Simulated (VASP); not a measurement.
A convergence study with VASP on Cu₂O (cuprite): one setting is varied, all else stays as given below, so the limit is that of these other settings.

```
Cu2O
1.0
    4.27000     0.00000     0.00000
    0.00000     4.27000     0.00000
    0.00000     0.00000     4.27000
Cu O
4 2
Cartesian
  3.20250   1.06750   3.20250
  1.06750   3.20250   3.20250
  3.20250   3.20250   1.06750
  1.06750   1.06750   1.06750
  0.00000   0.00000   0.00000
  2.13500   2.13500   2.13500
```

Level of theory: PBEsol GGA, VASP's PBE PAW potentials (set 64) (plane waves; VASP). The tightest run used: 700 eV cut-off, 10×10×10 Monkhorst-Pack mesh, Gaussian smearing of 0.050 eV, potentials Cu O.

```json
[
 {"setting": "1×1×1 mesh", "E (eV/atom)": "-4.2376", "pressure (GPa)": "14.63", "irreducible k-points": "1"},
 {"setting": "2×2×2 mesh", "E (eV/atom)": "-5.0386", "pressure (GPa)": "-4.44", "irreducible k-points": "1"},
 {"setting": "3×3×3 mesh", "E (eV/atom)": "-4.9867", "pressure (GPa)": "-3.08", "irreducible k-points": "4"}
]
```

Q: These are the cheaper rows. Estimate the results at 10×10×10 mesh, and how far the last row shown lies from them.

A: 
```tsv
quantity	tightest run	last row shown is off by
E (eV/atom)	-4.9927	0.0060
pressure (GPa)	-3.41	0.33
```

Left out are rungs that failed or repeat a setting and relaxations that didn't move; long series are thinned to 24 rows.

The compound is Cu2O in the cuprite structure. The cell was not relaxed at this level.
